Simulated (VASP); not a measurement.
# LiMo16 (a cell with a defect) in VASP: further runs, part 2 of 2

VASP 6.6.1.

## 3. Single point, PBE+D3(BJ)

Contents of INCAR:

```
SYSTEM = LiMo16
PREC     = Accurate       ! precision mode
ENCUT    = 520            ! plane-wave cutoff, eV
EDIFF    = 1E-7           ! SCF threshold, eV
ISMEAR   = -1             ! smearing method
SIGMA    = 0.05           ! smearing width, eV
LREAL    = Auto         
LASPH    = .TRUE.         ! aspherical terms in the spheres
NELM     = 100            ! most SCF steps
ALGO     = Fast           ! electronic algorithm
ISIF     = 2              ! what is computed and relaxed
LWAVE    = .FALSE.        ! write WAVECAR
LCHARG   = .FALSE.        ! write CHGCAR
GGA      = PE             ! functional
IVDW     = 12             ! dispersion correction
NBANDS   = 128            ! bands
```

Contents of KPOINTS:

```
Automatic mesh
0
G
  2 2 2
  0 0 0
```

Contents of POSCAR:

```
LiMo16
1.0
    6.3000000000      0.0000000000      0.0000000000
    0.0000000000      6.3000000000      0.0000000000
    0.0000000000      0.0000000000      6.3000000000
Mo Li
16 1
Direct
   -0.0167936508      0.0082222222      0.0031587302
    0.4956031746      0.0556507937      0.0363809524
   -0.0048412698      0.5041269841     -0.0132222222
   -0.0191746032     -0.0014126984      0.4903968254
    0.2230000000      0.2666190476      0.2785396825
    0.4831904762      0.4788095238      0.0185873016
    0.4795555556     -0.0273968254      0.4880634921
    0.7617301587      0.2909841270      0.2722222222
    0.0140476190      0.4966666667      0.5139523810
    0.2499365079      0.7672222222      0.2435555556
    0.2372698413      0.2287142857      0.7635079365
    0.5090634921      0.5026031746      0.4969841270
    0.7426031746      0.7354444444      0.2179047619
    0.7014603175      0.2346984127      0.7170317460
    0.2844761905      0.7566984127      0.7583650794
    0.7789682540      0.7103015873      0.6987460317
    0.6179047619     -0.1682539683      0.9238412698
```

Potentials or basis: VASP PAW PBE potentials, release 64 (Mo_sv, Li_sv).

Launch:

```
$ cat potpaw_PBE.64/Mo_sv/POTCAR potpaw_PBE.64/Li_sv/POTCAR > POTCAR
$ mpirun -np 1 vasp_std > vasp.out
```

OUTCAR:

```text
SYSTEM = LiMo16
   PREC = Accurate
   ENCUT = 520
   EDIFF = 1E-7
   ISMEAR = -1
   LREAL = Auto
   LASPH = .TRUE.
   NELM = 100
   ISIF = 2
   GGA = PE
   IVDW = 12
 IVDW          = 12

 ion  position               nearest neighbor table
   1  0.983  0.008  0.003-  11 2.60  17 2.60  13 2.66  10 2.72   5 2.82   8 2.83  14 2.90  15 2.91
                            16 2.98   4 3.07   2 3.09   3 3.13   3 3.18   4 3.23   2 3.25
   2  0.496  0.056  0.036-  17 1.76  11 2.61  14 2.65   5 2.65   6 2.67   8 2.69  10 2.72  13 2.79
                             7 2.90  15 2.90   1 3.09   1 3.25
   3  0.995  0.504  0.987-  13 2.60  16 2.61   8 2.68  11 2.70   5 2.77  15 2.82  10 2.82   9 2.98
                            14 3.03   6 3.09   1 3.13   1 3.18   6 3.24   9 3.32
   4  0.981  0.999  0.490-  16 2.58   5 2.64   8 2.68  14 2.71  10 2.72  11 2.77  13 2.82  15 2.97
                             1 3.07   7 3.15   9 3.15   7 3.16   9 3.17   1 3.23
   5  0.223  0.267  0.279-   9 2.46   4 2.64   2 2.65   6 2.68  12 2.71   3 2.77   7 2.79   1 2.82
                             8 2.91  11 3.07  10 3.16  10 3.17  11 3.25   8 3.40
   6  0.483  0.479  0.019-  17 2.45  13 2.62   8 2.65   2 2.67   5 2.68  15 2.71  11 2.73  10 2.73
                            14 2.80  12 3.02   3 3.09  16 3.11   3 3.24  12 3.29
   7  0.480  0.973  0.488-  10 2.48  15 2.50  14 2.60   5 2.79  13 2.81  11 2.82  16 2.84   2 2.90
                            12 2.97   8 3.01  17 3.01   4 3.15   4 3.16  12 3.34
   8  0.762  0.291  0.272-  12 2.51   9 2.55   6 2.65   4 2.68   3 2.68   2 2.69  13 2.82   1 2.83
                            14 2.85   5 2.91   7 3.01   5 3.40
   9  0.014  0.497  0.514-  16 2.32   5 2.46   8 2.55  11 2.70  15 2.82  10 2.83  14 2.87  13 2.94
                             3 2.98  12 3.12   4 3.15   4 3.17  12 3.18   3 3.32
  10  0.250  0.767  0.244-   7 2.48   2 2.72   4 2.72   1 2.72   6 2.73   3 2.82  12 2.83   9 2.83
                            15 3.07  13 3.11   5 3.16   5 3.17  13 3.21  15 3.25
  11  0.237  0.229  0.764-   1 2.60   2 2.61   9 2.70   3 2.70   6 2.73   4 2.77   7 2.82  14 2.94
                            12 2.95  15 2.99   5 3.07   5 3.25  15 3.34  14 3.39
  12  0.509  0.503  0.497-  16 2.49  14 2.50   8 2.51  15 2.70   5 2.71  13 2.72  10 2.83  11 2.95
                             7 2.97   6 3.02   9 3.12   9 3.18   6 3.29   7 3.34
  13  0.743  0.735  0.218-  17 2.10   3 2.60   6 2.62   1 2.66  12 2.72   2 2.79   7 2.81   4 2.82
                             8 2.82   9 2.94  16 3.04  10 3.11  10 3.21  16 3.28
  14  0.701  0.235  0.717-  12 2.50   7 2.60   2 2.65   4 2.71   6 2.80   8 2.85   9 2.87  17 2.90
                             1 2.90  11 2.94   3 3.03  16 3.04  16 3.34  11 3.39
[... 196 lines left out ...]
  ---------------------------------------------------
  ext. energy  EPLUGINS =         0.00000000
  ---------------------------------------------------
  free energy    TOTEN  =      -167.79036020 eV

  energy without entropy =     -167.71060339  energy(sigma->0) =     -167.75048180

 E-fermi :  12.6540     XC(G=0): -13.4244

 val. band max:       12.5842889759   @ k =   0.5000   0.0000   0.5000
 cond. band min:      12.6744640567   @ k =   0.5000   0.0000   0.0000
 fundamental gap:      0.0901750808
 Fermi energy:        12.6539568312

 k-point     1 :       0.0000    0.0000    0.0000
  band No.  band energies     occupation
      1     -48.4826      2.00000
      2     -48.2878      2.00000
      3     -48.2167      2.00000
      4     -48.2088      2.00000
      5     -48.1976      2.00000
      6     -48.1751      2.00000
[... 1013 lines left out ...]
    124      14.2669      0.00000
    125      14.2851      0.00000
 [bands above 125 left out]

------------------------ aborting loop because EDIFF is reached ----------------------------------------

 Edisp (eV)  -12.21135

 E8    (eV) :    -5.7372

  FORCE on cell =-STRESS in cart. coord.  units (eV):
  Direction    XX          YY          ZZ          XY          YZ          ZX
  --------------------------------------------------------------------------------------
  -------------------------------------------------------------------------------------
  Total      11.57065    18.95910    17.92604    -7.98679     7.06365    -5.45828
  in kB      74.13897   121.48051   114.86121   -51.17542    45.26036   -34.97397
  external pressure =      103.49 kB  Pullay stress =        0.00 kB

 VOLUME and BASIS-vectors are now :
 -----------------------------------------------------------------------------
  energy-cutoff  :      520.00
  volume of cell :      250.05
      direct lattice vectors                 reciprocal lattice vectors
     6.300000000  0.000000000  0.000000000     0.158730159  0.000000000  0.000000000
     0.000000000  6.300000000  0.000000000     0.000000000  0.158730159  0.000000000
     0.000000000  0.000000000  6.300000000     0.000000000  0.000000000  0.158730159

 POSITION                                       TOTAL-FORCE (eV/Angst)
 -----------------------------------------------------------------------------------
      6.19420      0.05180      0.01990         0.165824     -0.191059     -0.639788
      3.12230      0.35060      0.22920        -3.251812      3.396811      2.145577
      6.26950      3.17600      6.21670         0.668881     -0.360304      0.549207
      6.17920      6.29110      3.08950         1.070776     -0.110487      0.344817
      1.40490      1.67970      1.75480         1.400144     -1.244031     -1.539676
      3.04410      3.01650      0.11710         0.106466      1.156854     -1.426179
[... 9 lines left out ...]
      4.90750      4.47490      4.40210         0.572874      0.843779      0.031958
      3.89280      5.24000      5.82020         0.023140     -1.951866     -1.664495
 -----------------------------------------------------------------------------------
    total drift:                                0.002513      0.000983     -0.001051

  FREE ENERGIE OF THE ION-ELECTRON SYSTEM (eV)
  ---------------------------------------------------
  free  energy   TOTEN  =      -180.0017150464 eV

  energy  without entropy=     -179.9219582328  energy(sigma->0) =     -179.96183664
```

Wall time 13 min (1 thread of AMD EPYC 9R45 (Zen 5), shared host); peak memory 0.41 GiB.

What came out:

```yaml
Free_energy: -180.0017 eV
Largest_force: 5.169 eV/Å
Band_gap_on_the_k_mesh: none (metal or under the smearing width)
Dispersion_energy_per_atom: -0.718 eV
```

Forces in eV/Å, atoms in the order of the input:
```
Mo   0.166 -0.191 -0.640
Mo  -3.252  3.397  2.146
Mo   0.669 -0.360  0.549
Mo   1.071 -0.110  0.345
Mo   1.400 -1.244 -1.540
Mo   0.106  1.157 -1.426
Mo   1.177  1.918  0.520
Mo  -0.626 -3.198 -1.622
Mo   0.954  0.308 -1.106
Mo  -0.899 -1.253 -0.101
Mo  -0.669  1.129 -0.750
Mo  -2.374 -0.301  0.167
Mo   1.749  1.138  3.285
Mo   2.794 -0.279  2.172
Mo  -2.862 -1.002 -0.367
Mo   0.573  0.844  0.032
Li   0.023 -1.952 -1.664
```

Caveat: the k mesh is coarse (spacing up to 0.50 Å⁻¹), so the values aren't converged; the cutoff is under 1.25 times the usual one of these potentials, so pressure, stress and relaxed cells hold a basis-set (Pulay) error.

## 4. Single point, PBE+D3(BJ)

Contents of INCAR:

```
ALGO = Fast
EDIFF = 1E-6
ENCUT = 520
GGA = PE
ISIF = 2
ISMEAR = -1
IVDW = 12
LASPH = T
LCHARG = F
LREAL = Auto
LWAVE = F
NBANDS = 128
NELM = 100
PREC = Accurate
SIGMA = 0.05
```

Contents of KPOINTS:

```
k-points
0
Gamma
  2 2 2
```

Contents of POSCAR:

```
LiMo16
1.0
    6.3000000000      0.0000000000      0.0000000000
    0.0000000000      6.3000000000      0.0000000000
    0.0000000000      0.0000000000      6.3000000000
Mo Li
16 1
Direct
    0.0254603175     -0.0323809524      0.0093015873
    0.5146190476      0.0086666667      0.0100952381
    0.0111111111      0.5260317460      0.0216031746
   -0.0233015873      0.0054920635      0.4967936508
    0.2310476190      0.2568095238      0.2121746032
    0.5083174603      0.4566507937      0.0500317460
    0.5010000000      0.0347619048      0.5163650794
    0.7417142857      0.2250000000      0.2592539683
   -0.0256984127      0.4915079365      0.5094603175
    0.2598095238      0.7736984127      0.2836984127
    0.2915079365      0.2748888889      0.7514285714
    0.5034285714      0.5082539683      0.4662857143
    0.7347936508      0.7451269841      0.2068888889
    0.7456507937      0.2343174603      0.7550000000
    0.1905873016      0.7425714286      0.6675396825
    0.7344761905      0.7662380952      0.7650000000
    0.2806190476     -0.3027619048      0.9687142857
```

Launch:

```
$ cat potpaw_PBE.64/Mo_sv/POTCAR potpaw_PBE.64/Li_sv/POTCAR > POTCAR
$ mpirun -np 1 vasp_std > vasp.out
```

Run time: 11 min. Hardware: 1 thread of AMD EPYC 9R45 (Zen 5), shared host; peak memory 0.4 GiB.

Results (log left out):

```
Free energy                : -178.2444 eV
Largest force              : 5.442 eV/Å
Band gap on the k mesh     : none (metal or under the smearing width)
Dispersion energy per atom : -0.719 eV
```

Forces on the atoms (eV/Å):
```
Mo  -1.400  3.202 -1.404
Mo  -1.321 -1.053 -0.999
Mo  -3.555 -3.935 -1.222
Mo   0.249  1.120 -0.085
Mo  -0.621 -1.238  4.183
Mo   1.711  1.549 -3.967
Mo  -0.513 -2.233 -0.366
Mo   1.829  1.458 -0.267
Mo  -0.913 -1.275 -1.350
Mo  -0.473 -0.040  0.120
Mo  -3.070 -0.165 -0.762
Mo   0.424 -0.124  3.317
Mo   0.821  0.855  4.413
Mo   1.402  1.822  0.386
Mo   2.748  1.191  1.370
Mo  -0.416 -2.115 -2.125
Li   3.098  0.980 -1.244
```

Levels at points of the mesh, in eV from the Fermi level:
```tsv
k point	band 111	band 112	band 113	band 114	band 115	band 116
(0.00, 0.00, 0.00)	-0.23	-0.04	0.17	0.44	0.50	0.79
(0.50, 0.00, 0.00)	-0.17	-0.10	-0.01	0.20	0.25	0.39
(0.00, 0.50, 0.00)	-0.34	-0.10	0.02	0.12	0.26	0.41
(0.00, 0.00, 0.50)	-0.33	-0.15	-0.05	0.02	0.19	0.49
(0.50, 0.50, 0.00)	-0.46	-0.41	-0.29	-0.07	0.03	0.16
(0.00, 0.50, 0.50)	-0.61	-0.47	-0.43	-0.23	-0.12	0.09
(0.50, 0.00, 0.50)	-0.76	-0.56	-0.30	-0.20	-0.06	0.04
(0.50, 0.50, 0.50)	-1.29	-1.00	-0.66	-0.17	0.37	0.61
```

Caveat: the k mesh is coarse (spacing up to 0.50 Å⁻¹), so the values aren't converged; the cutoff is under 1.25 times the usual one of these potentials, so pressure, stress and relaxed cells hold a basis-set (Pulay) error.
